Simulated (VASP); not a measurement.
OSZICAR of a VASP run on CuI (zinc blende):

File OSZICAR:
```
       N       E                     dE             d eps       ncg     rms          rms(c)
DAV:   1     0.103936327898E+03    0.10394E+03   -0.75587E+03   754   0.138E+03
DAV:   2     0.142345800958E+01   -0.10251E+03   -0.96427E+02   754   0.260E+02
DAV:   3    -0.553483804163E+01   -0.69583E+01   -0.68557E+01  1029   0.799E+01
DAV:   4    -0.576833240383E+01   -0.23349E+00   -0.23334E+00   892   0.130E+01
DAV:   5    -0.577696762786E+01   -0.86352E-02   -0.86350E-02  1095   0.261E+00    0.523E+00
DAV:   6    -0.570105774284E+01    0.75910E-01   -0.34561E+00   788   0.529E+01    0.339E+00
DAV:   7    -0.556204183691E+01    0.13902E+00   -0.77835E-01   824   0.314E+01    0.170E+00
DAV:   8    -0.556476275809E+01   -0.27209E-02   -0.48716E-02  1096   0.375E+00    0.475E-01
DAV:   9    -0.556175867365E+01    0.30041E-02   -0.14995E-02   952   0.382E+00    0.146E-01
DAV:  10    -0.556192258890E+01   -0.16392E-03   -0.69112E-04   904   0.247E-01    0.657E-02
DAV:  11    -0.556196017875E+01   -0.37590E-04   -0.39746E-04   939   0.606E-01    0.322E-02
DAV:  12    -0.556195792250E+01    0.22563E-05   -0.34364E-05  1176   0.116E-01    0.277E-02
DAV:  13    -0.556195655809E+01    0.13644E-05   -0.23643E-06  1151   0.348E-02    0.155E-02
DAV:  14    -0.556195595308E+01    0.60501E-06   -0.83105E-06  1045   0.906E-02    0.306E-03
DAV:  15    -0.556195632246E+01   -0.36939E-06   -0.12647E-06   824   0.903E-03    0.500E-03
DAV:  16    -0.556195626353E+01    0.58936E-07   -0.39455E-08   502   0.317E-03
   1 F= -.55619563E+01 E0= -.55619563E+01  d E =-.154207E-12
```

Which electronic solver shows in the log?

It is blocked Davidson (ALGO = Normal, or the opening steps of other solvers). The INCAR had ALGO = Normal.

Can the final energy be trusted as converged?

The run converged. It stopped with EDIFF = 1E-7, NELM = 100 (PBE GGA, plane waves, VASP's PBE PAW potentials (set 64)).

The compound is CuI in the zinc blende structure. It was relaxed first.
